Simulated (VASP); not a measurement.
# NbAs: how numerical settings change the zone-centre modes, part 3 of 3

Aim: test the modes of NbAs against the numerical settings. The starting structure is a measured crystal structure from the Crystallography Open Database.

VASP 6.6.1.

Results so far: reference A1 273.9 cm⁻¹; a 6×6×6 mesh A1 273.0 cm⁻¹; a cutoff of 290 eV A1 275.2 cm⁻¹.

## 5. Modes with a 14×14×14 mesh

Level of this step: LDA; plane waves and PAW (Nb_sv, As) (VASP).

Against step 2 the input has a 14×14×14 mesh.

The input, INCAR:

```
SYSTEM = NbAs
PREC = Accurate
ENCUT = 450
EDIFF = 1E-08
NELM = 100
ISMEAR = 0
SIGMA = 0.05
LREAL = .FALSE.
ALGO = Normal
GGA = CA
NBANDS = 24
LASPH = .TRUE.
LORBIT = 11
LWAVE = .FALSE.
LCHARG = .FALSE.
KPAR = 16
IBRION = 8
ISIF = 2
```

The input, POSCAR:

```
NbAs
1.0
   -3.4196238416      0.0000000000      0.0000000000
    0.0000000000      3.4196238416      0.0000000000
    1.7098119208     -1.7098119208     -5.7669810027
Nb As
2 2
Direct
    0.0012480061      0.5012480061      0.0024960121
    0.2512480061      0.2512480061      0.5024960121
    0.5827519939      0.0827519939      0.1655039879
    0.8327519939      0.8327519939      0.6655039879
```

The input, KPOINTS:

```
Automatic mesh
0
Gamma
14 14 14
0 0 0
```

The projector-augmented-wave data sets are Nb_sv and As (LDA family, release 64).

Command:

```
$ mpirun -np 16 vasp_std
```

The log of the run:

```text
[... set-up lines as in an earlier step ...]
 entering main loop
       N       E                     dE             d eps       ncg     rms          rms(c)
DAV:   1     0.339380384935E+03    0.33938E+03   -0.17703E+04 11712   0.134E+03
DAV:   2    -0.101278769464E+02   -0.34951E+03   -0.34208E+03 15384   0.537E+02
DAV:   3    -0.364910450979E+02   -0.26363E+02   -0.26006E+02 20960   0.108E+02
DAV:   4    -0.382316824727E+02   -0.17406E+01   -0.17343E+01 18472   0.230E+01
[...]
DAV:  12    -0.363792301670E+02    0.56467E-06   -0.34891E-06 18440   0.150E-02    0.356E-03
DAV:  13    -0.363792301084E+02    0.58573E-07   -0.24159E-07 18680   0.416E-03    0.129E-03
DAV:  14    -0.363792301005E+02    0.79572E-08   -0.68920E-08 16104   0.228E-03
   1 F= -.36379230E+02 E0= -.36378771E+02  d E =-.919089E-03
 Linear response reoptimize wavefunctions to high precision
DAV:   1    -0.363792301009E+02   -0.46748E-09   -0.58537E-09 13520   0.730E-04
DAV:   2    -0.363792301010E+02   -0.35016E-10   -0.57949E-10 11376   0.284E-04
 Linear response DOF=           6
 Linear response progress:
[...]
RMM:  13    -0.434136166258E-01   -0.12896E-07   -0.14126E-08 96122   0.243E-04    0.227E-05
RMM:  14    -0.434135674662E-01    0.49160E-07   -0.76504E-09 95514   0.188E-04    0.746E-06
RMM:  15    -0.434135674937E-01   -0.27595E-10   -0.35956E-09 98539   0.157E-04    0.376E-06
 first order change of Fermi-energy  -0.12917E-04
 force on displaced ion       3 direction 2 :  -0.000  -9.720  -0.000
 Linear response progress:
  Degree of freedom:   6/  6
       N       E                     dE             d eps       ncg     rms          rms(c)
RMM:   1    -0.645568818588E-01   -0.64557E-01   -0.18442E-02 51527   0.103E+00
RMM:   2    -0.561885913985E-01    0.83683E-02   -0.66024E-03 39011   0.420E-01    0.118E-01
RMM:   3    -0.564273313635E-01   -0.23874E-03   -0.20507E-03 39880   0.218E-01    0.108E-01
RMM:   4    -0.563131417710E-01    0.11419E-03   -0.54162E-04 42382   0.118E-01    0.499E-02
[...]
RMM:  12    -0.564624486447E-01   -0.12337E-07    0.38841E-08 56892   0.414E-04    0.183E-05
RMM:  13    -0.564625021851E-01   -0.53540E-07   -0.12812E-09 58022   0.258E-04    0.700E-06
RMM:  14    -0.564624975848E-01    0.46002E-08   -0.12334E-08 57796   0.179E-04    0.623E-06
 first order change of Fermi-energy  -0.12812E-01
 force on displaced ion       3 direction 3 :   0.000  -0.000 -14.454
 Linear response finished
```

Elapsed: 21 min, on 16 MPI ranks of AMD EPYC 7R43, shared host; peak memory 28 GiB.

From OUTCAR (step 5):

```text
  Total       -0.0089759     -0.0089759     -0.0166763      0.0000000      0.0000000      0.0000000
  in kB       -0.2132462     -0.2132462     -0.3961926      0.0000000      0.0000000      0.0000000
  external PRESSURE =      -0.2742284 kB  Pullay stress =       0.0000000 kB

 POSITION                                       TOTAL-FORCE (eV/Angst)
 -----------------------------------------------------------------------------------
     -0.00000      1.70981     -0.01439        -0.000000      0.000000     -0.001537
     -0.00000      0.00000     -2.89788        -0.000000      0.000000     -0.001537
     -1.70981     -0.00000     -0.95446         0.000000     -0.000000      0.001537
     -1.70981      1.70981     -3.83795         0.000000     -0.000000      0.001537
 -----------------------------------------------------------------------------------
    total drift:                                0.000014     -0.000014     -0.000592

[... 1 part as in an earlier step ...]

[... 1 further part left out ...]
```

With a 14×14×14 mesh the modes are at the top A1 274.4, E (3) 273.0 cm⁻¹, at the bottom B1 (1) 233.9, E (1) 152.4 cm⁻¹, with 2 more of the listed ones between; the largest shift is +3.4 cm⁻¹, in B1 (1), from the reference.

## 6. Modes with a smearing width of 0.02 eV

Against step 2 the input has SIGMA = 0.02.

Edit INCAR of step 5 so:

```diff
@@ -6,3 +6,3 @@
 ISMEAR = 0
-SIGMA = 0.05
+SIGMA = 0.02
 LREAL = .FALSE.
```

POSCAR is that of step 5.

The input, KPOINTS:

```
Automatic mesh
0
Gamma
10 10 10
0 0 0
```

Command:

```
$ mpirun -np 16 vasp_std
```

The log of the run:

```text
[... set-up lines as in an earlier step ...]
 entering main loop
       N       E                     dE             d eps       ncg     rms          rms(c)
DAV:   1     0.339678580844E+03    0.33968E+03   -0.17656E+04  4896   0.134E+03
DAV:   2    -0.942748021780E+01   -0.34911E+03   -0.34122E+03  6272   0.537E+02
DAV:   3    -0.365085254432E+02   -0.27081E+02   -0.26688E+02  8904   0.109E+02
DAV:   4    -0.382161283924E+02   -0.17076E+01   -0.17011E+01  7544   0.229E+01
[...]
DAV:  13    -0.363727518766E+02    0.58010E-07   -0.28464E-07  7928   0.400E-03    0.122E-03
DAV:  14    -0.363727518660E+02    0.10667E-07   -0.95269E-08  7216   0.251E-03    0.165E-04
DAV:  15    -0.363727518660E+02   -0.74579E-10   -0.43658E-09  4840   0.773E-04
   1 F= -.36372752E+02 E0= -.36372646E+02  d E =-.212028E-03
 Linear response reoptimize wavefunctions to high precision
DAV:   1    -0.363727518661E+02   -0.83219E-10   -0.10735E-09  4656   0.415E-04
DAV:   2    -0.363727518662E+02   -0.86857E-10   -0.54000E-10  4816   0.277E-04
 Linear response DOF=           6
 Linear response progress:
[...]
RMM:  19    -0.434483141380E-01   -0.43387E-09   -0.15782E-07 33112   0.135E-04    0.459E-07
RMM:  20    -0.434483142617E-01   -0.12367E-09   -0.14261E-07 32583   0.134E-04    0.221E-07
RMM:  21    -0.434483143757E-01   -0.11404E-09   -0.15647E-07 30722   0.134E-04    0.652E-08
 first order change of Fermi-energy  -0.20536E-04
 force on displaced ion       3 direction 2 :  -0.000  -9.602  -0.000
 Linear response progress:
  Degree of freedom:   6/  6
       N       E                     dE             d eps       ncg     rms          rms(c)
RMM:   1    -0.645834670488E-01   -0.64583E-01   -0.18565E-02 20636   0.103E+00
RMM:   2    -0.562072317389E-01    0.83762E-02   -0.66404E-03 15584   0.419E-01    0.119E-01
RMM:   3    -0.564556680027E-01   -0.24844E-03   -0.21451E-03 15815   0.220E-01    0.109E-01
RMM:   4    -0.563272823613E-01    0.12839E-03   -0.54717E-04 16744   0.119E-01    0.500E-02
[...]
RMM:  11    -0.564765812586E-01    0.40936E-07   -0.10611E-07 22447   0.830E-04    0.969E-05
RMM:  12    -0.564767487039E-01   -0.16745E-06   -0.10964E-07 21855   0.478E-04    0.286E-05
RMM:  13    -0.564767482024E-01    0.50154E-09   -0.72915E-08 23089   0.297E-04    0.108E-05
 first order change of Fermi-energy  -0.13580E-01
 force on displaced ion       3 direction 3 :  -0.000  -0.000 -14.417
 Linear response finished
```

Elapsed: 9.6 min, on 16 MPI ranks; peak memory 12 GiB.

From OUTCAR (step 6):

```text
  Total       -0.0085070     -0.0085070      0.0160420      0.0000000      0.0000000      0.0000000
  in kB       -0.2021072     -0.2021072      0.3811211      0.0000000      0.0000000      0.0000000
  external PRESSURE =      -0.0076978 kB  Pullay stress =       0.0000000 kB

 POSITION                                       TOTAL-FORCE (eV/Angst)
 -----------------------------------------------------------------------------------
     -0.00000      1.70981     -0.01439         0.000000     -0.000000      0.000280
     -0.00000      0.00000     -2.89788         0.000000     -0.000000      0.000280
     -1.70981     -0.00000     -0.95446        -0.000000      0.000000     -0.000280
     -1.70981      1.70981     -3.83795        -0.000000      0.000000     -0.000280
 -----------------------------------------------------------------------------------
    total drift:                                0.000014     -0.000014     -0.000670

[... 2 parts as in an earlier step ...]
```

With a smearing width of 0.02 eV the modes are at the top A1 274.6, E (3) 267.5 cm⁻¹, at the bottom B1 (1) 231.2, E (1) 151.2 cm⁻¹, with 2 more of the listed ones between; the largest shift is -3.6 cm⁻¹, in E (2), from the reference.

## 7. Modes with finite displacements

Against step 2 the input has IBRION = 6, NFREE = 2 and POTIM = 0.015 (also changed: NSW).

Edit INCAR of step 6 so:

```diff
@@ -6,3 +6,3 @@
 ISMEAR = 0
-SIGMA = 0.02
+SIGMA = 0.05
 LREAL = .FALSE.
@@ -16,3 +16,6 @@
 KPAR = 16
-IBRION = 8
+IBRION = 6
+NFREE = 2
+POTIM = 0.015
+NSW = 1
 ISIF = 2
```

POSCAR is that of step 6.

KPOINTS is that of step 6.

Command:

```
$ mpirun -np 16 vasp_std
```

The log of the run:

```text
[... set-up lines as in an earlier step ...]
 entering main loop
       N       E                     dE             d eps       ncg     rms          rms(c)
[... 15 cycles as in an earlier step ...]
   1 F= -.36373241E+02 E0= -.36372672E+02  d E =-.113821E-02
[... from here on, the cycles between the ionic steps are left out ...]
   2 F= -.36372047E+02 E0= -.36371532E+02  d E =-.103015E-02
   3 F= -.36372048E+02 E0= -.36371533E+02  d E =-.103015E-02
   4 F= -.36371471E+02 E0= -.36370905E+02  d E =-.113290E-02
   5 F= -.36371470E+02 E0= -.36370904E+02  d E =-.113290E-02
   6 F= -.36371548E+02 E0= -.36370992E+02  d E =-.111163E-02
   7 F= -.36371578E+02 E0= -.36371007E+02  d E =-.114234E-02
   8 F= -.36371771E+02 E0= -.36371249E+02  d E =-.104358E-02
   9 F= -.36371771E+02 E0= -.36371249E+02  d E =-.104357E-02
  10 F= -.36372159E+02 E0= -.36371594E+02  d E =-.112823E-02
  11 F= -.36372159E+02 E0= -.36371595E+02  d E =-.112823E-02
  12 F= -.36371633E+02 E0= -.36371058E+02  d E =-.115066E-02
  13 F= -.36371606E+02 E0= -.36371043E+02  d E =-.112478E-02
 Finite differences progress:
  Degree of freedom:   6/  6
  Displacement:        2/  2
  Total:              12/ 12
```

Wall time 5.3 min (16 MPI ranks); peak memory 9.5 GiB.

OUTCAR, selected parts (step 7):

```text
  Total        0.0113916     -0.0925130      0.1155147      0.0000000      0.0000000      0.0000000
  in kB        0.2706382     -2.1979007      2.7443700      0.0000000      0.0000000      0.0000000
  external PRESSURE =       0.2723692 kB  Pullay stress =       0.0000000 kB

 POSITION                                       TOTAL-FORCE (eV/Angst)
 -----------------------------------------------------------------------------------
     -0.00000      1.70981     -0.01439        -0.000000      0.000000     -0.079686
     -0.00000      0.00000     -2.89788        -0.000000      0.000000     -0.094497
     -1.70981     -0.00000     -0.96946         0.000000     -0.000000      0.218545
     -1.70981      1.70981     -3.83795        -0.000000      0.000000     -0.044362
 -----------------------------------------------------------------------------------
    total drift:                                0.000015     -0.000014     -0.000583

  FREE ENERGIE OF THE ION-ELECTRON SYSTEM (eV)
  ---------------------------------------------------
  free  energy   TOTEN  =       -36.3716056071 eV

  energy  without entropy=      -36.3704808232  energy(sigma->0) =      -36.37104322

[... 2 parts as in an earlier step ...]

[... 1 further part left out ...]
[key lines of the parts left out:]
E-fermi :   9.9695
```

The last energy, forces and stress in OUTCAR belong to the last displaced cell, not to that of POSCAR.

With finite displacements the modes are at the top A1 273.9, E (3) 267.9 cm⁻¹, at the bottom B1 (1) 230.4, E (1) 150.6 cm⁻¹, with 2 more of the listed ones between; the largest shift is -2.2 cm⁻¹, in E (2), from the reference.

## 8. Comparison

| run | A1 | E (3) | E (2) | B1 (2) | B1 (1) | E (1) | method | core minutes |
| --- | --- | --- | --- | --- | --- | --- | --- | --- |
| reference | 273.9 | 270.0 | 257.8 | 252.9 | 230.5 | 151.9 | perturbation theory | 172.0 |
| a 6×6×6 mesh | 273.0 | 265.2 | 239.9 | 249.9 | 215.7 | 147.7 | perturbation theory | 52.5 |
| a cutoff of 290 eV | 275.2 | 270.3 | 258.0 | 253.3 | 233.4 | 151.0 | perturbation theory | 90.4 |
| a 14×14×14 mesh | 274.4 | 273.0 | 259.7 | 253.7 | 233.9 | 152.4 | perturbation theory | 336.0 |
| a smearing width of 0.02 eV | 274.6 | 267.5 | 254.2 | 253.0 | 231.2 | 151.2 | perturbation theory | 153.0 |
| finite displacements | 273.9 | 267.9 | 255.6 | 252.8 | 230.4 | 150.6 | finite displacements | 84.8 |

Modes are in cm⁻¹, degenerate ones as one, matched between runs by symmetry and order. A number in brackets counts the listed modes of one symmetry from the lowest. The symmetry labels come from an automatic analysis and can be wrong where levels nearly coincide. Core minutes are wall time times ranks of the run shown, on a shared host.

## 9. Outcome

| Quantity | Value |
| --- | --- |
| A1, reference | 273.9 cm⁻¹ |
| E (1), reference | 151.9 cm⁻¹ |
| A1, a 6×6×6 mesh | 273.0 cm⁻¹ |
| E (1), a 6×6×6 mesh | 147.7 cm⁻¹ |
| A1, a cutoff of 290 eV | 275.2 cm⁻¹ |
| E (1), a cutoff of 290 eV | 151.0 cm⁻¹ |
| A1, a 14×14×14 mesh | 274.4 cm⁻¹ |
| E (1), a 14×14×14 mesh | 152.4 cm⁻¹ |
| A1, a smearing width of 0.02 eV | 274.6 cm⁻¹ |
| E (1), a smearing width of 0.02 eV | 151.2 cm⁻¹ |
| A1, finite displacements | 273.9 cm⁻¹ |
| E (1), finite displacements | 150.6 cm⁻¹ |

In words: The largest change comes with a 6×6×6 mesh: -17.9 cm⁻¹ in E (2). On finer settings the modes change by up to +3.4 cm⁻¹ in B1 (1) with a 14×14×14 mesh. Other changes move the modes by more: -17.9 cm⁻¹ in E (2) with a 6×6×6 mesh. Further runs on this material are not shown.

[Lines on the potential files, build, host, timing and source positions are cut from VASP's logs without a mark.]

[Logs are printed without paths, hosts, clocks, repeated set-up lines and the standing remarks that a program may print on its own settings, such as how far it seeks lower states.]

[Hosts, paths, dates, database ids (printed as entryN), source tags and the programs' standing remarks are cut or masked in the printed files.]
